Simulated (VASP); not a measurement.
Consider the following.

```xyz
6
Lattice="4.9417 0.0000 0.0000 0.0000 4.9417 0.0000 0.0000 0.0000 4.9417" Properties=species:S:1:pos:R:3 pbc="T T T"
Ag     3.7063     1.2354     3.7063
Ag     1.2354     3.7063     3.7063
Ag     3.7063     3.7063     1.2354
Ag     1.2354     1.2354     1.2354
O      0.0000     4.9417     0.0000
O      2.4708     2.4708     2.4708
```

Calculation: vdW-DF2, VASP's PBE PAW potentials (set 64) (plane waves; VASP). Run with 520 eV cut-off, Gaussian smearing of 0.050 eV, potentials Ag O.

Q: Give the energies of bands 17 to 30 at the high-symmetry points, in eV from the Fermi level.

A: 
```json
[
 {"band": "17", "Γ": "-2.55", "X": "-2.66", "M": "-2.80", "R": "-2.56"},
 {"band": "18", "Γ": "-2.55", "X": "-2.66", "M": "-2.80", "R": "-2.56"},
 {"band": "19", "Γ": "-2.55", "X": "-2.55", "M": "-2.65", "R": "-2.56"},
 {"band": "20", "Γ": "-2.41", "X": "-2.55", "M": "-2.65", "R": "-2.40"},
 {"band": "21", "Γ": "-2.41", "X": "-2.38", "M": "-2.52", "R": "-2.40"},
 {"band": "22", "Γ": "-2.41", "X": "-2.38", "M": "-2.52", "R": "-2.40"},
 {"band": "23", "Γ": "-2.30", "X": "-2.08", "M": "-1.63", "R": "-2.36"},
 {"band": "24", "Γ": "-2.30", "X": "-2.08", "M": "-1.63", "R": "-2.36"},
 {"band": "25", "Γ": "-2.30", "X": "-1.23", "M": "-1.25", "R": "-1.63"},
 {"band": "26", "Γ": "-0.01", "X": "-1.23", "M": "-1.25", "R": "-0.58"},
 {"band": "27", "Γ": "0.00", "X": "-0.37", "M": "-0.65", "R": "-0.58"},
 {"band": "28", "Γ": "0.00", "X": "-0.37", "M": "-0.65", "R": "-0.58"},
 {"band": "29", "Γ": "0.00", "X": "2.04", "M": "2.27", "R": "3.07"},
 {"band": "30", "Γ": "2.64", "X": "2.04", "M": "2.27", "R": "3.07"}
]
```

It has no gap at this level: it comes out as a metal or semimetal.

The compound is Ag2O in the cuprite structure. It was relaxed first, which changed the volume by +14 %.
